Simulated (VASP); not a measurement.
VASP ran on this input.

File KPOINTS:
```
Automatic mesh
0
Gamma
12 12 7
0 0 0
```

**INCAR**
```
SYSTEM = Os
PREC = Accurate
ENCUT = 400
EDIFF = 1E-6
NELM = 60
ALGO = Normal
LREAL = .FALSE.
LASPH = .TRUE.
ISMEAR = 1
SIGMA = 0.1
GGA = PE
LMAXMIX = 6
LWAVE = .FALSE.
LCHARG = .FALSE.
ISIF = 2
IMIX = 1
AMIX = 1.2
BMIX = 0.0001
```

File POSCAR:
```
Os
1
    1.3650000000    -2.3642490000     0.0000000000
    1.3650000000     2.3642490000     0.0000000000
    0.0000000000     0.0000000000     4.3200000000
Os
2
Direct
  0.3333330000   0.6666670000   0.2500000000
  0.6666670000   0.3333330000   0.7500000000
```

POTCAR, in this order: Os (PBE.64 set). Program: vasp_std.

Task: What happens when VASP runs on this input?

Result: There is a fault: simple mixing (IMIX = 1) with AMIX above 1 overshoots. The run did not converge; its last values are not results. Against the sound run, the energy per atom (σ→0) decreases by 0.060 eV/atom; the pressure rises by 32.72 GPa.

standard output:
```
...
DAV:  21    -0.232463968683E+02    0.12555E-01   -0.95104E+00  1912   0.306E+01    0.118E+01
DAV:  22    -0.232180271346E+02    0.28370E-01   -0.92157E+00  1908   0.303E+01    0.117E+01
DAV:  23    -0.232069482558E+02    0.11079E-01   -0.90095E+00  1908   0.297E+01    0.115E+01
DAV:  24    -0.231803113584E+02    0.26637E-01   -0.87360E+00  1908   0.295E+01    0.114E+01
DAV:  25    -0.231699750442E+02    0.10336E-01   -0.85451E+00  1912   0.290E+01    0.112E+01
DAV:  26    -0.231449956018E+02    0.24979E-01   -0.82879E+00  1912   0.287E+01    0.111E+01
DAV:  27    -0.231348753253E+02    0.10120E-01   -0.81085E+00  1916   0.282E+01    0.109E+01
DAV:  28    -0.231114723716E+02    0.23403E-01   -0.78691E+00  1912   0.280E+01    0.108E+01
DAV:  29    -0.231010822084E+02    0.10390E-01   -0.76911E+00  1912   0.275E+01    0.107E+01
DAV:  30    -0.230791399095E+02    0.21942E-01   -0.74613E+00  1912   0.273E+01    0.105E+01
DAV:  31    -0.230681068949E+02    0.11033E-01   -0.72861E+00  1916   0.268E+01    0.104E+01
DAV:  32    -0.230474037720E+02    0.20703E-01   -0.70627E+00  1912   0.265E+01    0.103E+01
DAV:  33    -0.230354839097E+02    0.11920E-01   -0.68872E+00  1912   0.260E+01    0.101E+01
DAV:  34    -0.230157978638E+02    0.19686E-01   -0.66677E+00  1912   0.258E+01    0.997E+00
DAV:  35    -0.230027782750E+02    0.13020E-01   -0.64885E+00  1916   0.253E+01    0.981E+00
DAV:  36    -0.229838204494E+02    0.18958E-01   -0.62698E+00  1912   0.250E+01    0.968E+00
DAV:  37    -0.229695952430E+02    0.14225E-01   -0.60844E+00  1912   0.245E+01    0.951E+00
DAV:  38    -0.229511235245E+02    0.18472E-01   -0.58647E+00  1916   0.242E+01    0.937E+00
DAV:  39    -0.229356348128E+02    0.15489E-01   -0.56709E+00  1916   0.236E+01    0.919E+00
DAV:  40    -0.229174123222E+02    0.18222E-01   -0.54480E+00  1916   0.233E+01    0.904E+00
DAV:  41    -0.229007464662E+02    0.16666E-01   -0.52454E+00  1912   0.228E+01    0.885E+00
DAV:  42    -0.228826420907E+02    0.18104E-01   -0.50188E+00  1916   0.224E+01    0.869E+00
DAV:  43    -0.228649987711E+02    0.17643E-01   -0.48080E+00  1916   0.218E+01    0.849E+00
DAV:  44    -0.228469543212E+02    0.18044E-01   -0.45778E+00  1920   0.214E+01    0.832E+00
DAV:  45    -0.228287298655E+02    0.18224E-01   -0.43621E+00  1916   0.208E+01    0.810E+00
DAV:  46    -0.228108139016E+02    0.17916E-01   -0.41301E+00  1920   0.203E+01    0.791E+00
DAV:  47    -0.227925538549E+02    0.18260E-01   -0.39143E+00  1916   0.197E+01    0.768E+00
DAV:  48    -0.227749047092E+02    0.17649E-01   -0.36840E+00  1924   0.192E+01    0.749E+00
DAV:  49    -0.227572670502E+02    0.17638E-01   -0.34742E+00  1916   0.186E+01    0.725E+00
DAV:  50    -0.227400524728E+02    0.17215E-01   -0.32501E+00  1924   0.180E+01    0.705E+00
DAV:  51    -0.227236504136E+02    0.16402E-01   -0.30515E+00  1916   0.174E+01    0.680E+00
DAV:  52    -0.227070625473E+02    0.16588E-01   -0.28389E+00  1924   0.169E+01    0.660E+00
DAV:  53    -0.226923274585E+02    0.14735E-01   -0.26547E+00  1916   0.162E+01    0.636E+00
DAV:  54    -0.226765941368E+02    0.15733E-01   -0.24597E+00  1916   0.157E+01    0.615E+00
DAV:  55    -0.226636965706E+02    0.12898E-01   -0.22902E+00  1916   0.151E+01    0.591E+00
DAV:  56    -0.226490963190E+02    0.14600E-01   -0.21154E+00  1916   0.146E+01    0.571E+00
DAV:  57    -0.226380238293E+02    0.11072E-01   -0.19626E+00  1916   0.140E+01    0.548E+00
DAV:  58    -0.226248398927E+02    0.13184E-01   -0.18093E+00  1916   0.135E+01    0.528E+00
DAV:  59    -0.226154219018E+02    0.94180E-02   -0.16742E+00  1916   0.129E+01    0.506E+00
DAV:  60    -0.226038173684E+02    0.11605E-01   -0.15420E+00  1916   0.124E+01

 -----------------------------------------------------------------------------
|                                                                             |
|           W    W    AA    RRRRR   N    N  II  N    N   GGGG   !!!           |
|           W    W   A  A   R    R  NN   N  II  NN   N  G    G  !!!           |
|           W    W  A    A  R    R  N N  N  II  N N  N  G       !!!           |
|           W WW W  AAAAAA  RRRRR   N  N N  II  N  N N  G  GGG   !            |
|           WW  WW  A    A  R   R   N   NN  II  N   NN  G    G                |
|           W    W  A    A  R    R  N    N  II  N    N   GGGG   !!!           |
|                                                                             |
|     The electronic self-consistency was not achieved in the given           |
|     number of steps (NELM). The forces and other quantities evaluated       |
|     might not be reliable so examine the results carefully. If you find     |
|     spurious results, we suggest increasing NELM, if you were close to      |
|     convergence or switching to a different ALGO or adjusting the           |
|     density mixing parameters otherwise.                                    |
|                                                                             |
 -----------------------------------------------------------------------------

   1 F= -.22603817E+02 E0= -.22603439E+02  d E =-.113364E-02
```

### OUTCAR
```
------------------------ aborting loop EDIFF was not reached (unconverged)  ----------------------------
  FORCE on cell =-STRESS in cart. coord.  units (eV):
  Direction    XX          YY          ZZ          XY          YZ          ZX
  --------------------------------------------------------------------------------------
  Total        8.1136880      8.1136856      6.0369701      0.0000000      0.0000000      0.0000000
  in kB      466.2182614    466.2181225    346.8885802      0.0000000      0.0000000      0.0000000
  external PRESSURE =     426.4416547 kB  Pullay stress =       0.0000000 kB
  volume of cell :       27.88
      direct lattice vectors                 reciprocal lattice vectors
     1.365000000 -2.364249000  0.000000000     0.366300366 -0.211483647  0.000000000
     1.365000000  2.364249000  0.000000000     0.366300366  0.211483647  0.000000000
     0.000000000  0.000000000  4.320000000     0.000000000  0.000000000  0.231481481
 POSITION                                       TOTAL-FORCE (eV/Angst)
 -----------------------------------------------------------------------------------
      1.36500      0.78808      1.08000        -0.000000      0.000000      0.000000
      1.36500     -0.78808      3.24000         0.000000     -0.000000      0.000000
 -----------------------------------------------------------------------------------
    total drift:                                0.000000      0.000022     -0.000020
  FREE ENERGIE OF THE ION-ELECTRON SYSTEM (eV)
  ---------------------------------------------------
  free  energy   TOTEN  =       -22.6038173684 eV

  energy  without entropy=      -22.6026837280  energy(sigma->0) =      -22.60343949
```
(Selected blocks of OUTCAR.)

To mend it, remove IMIX, remove AMIX, remove BMIX.

The mended run (PBE GGA, plane waves, VASP's PBE PAW potentials (set 64)) converges, and its OSZICAR ends with
```
   1 F= -.22483459E+02 E0= -.22483365E+02  d E =-.280577E-03
```

The compound is Os in the hcp structure. The cell was not relaxed at this level.
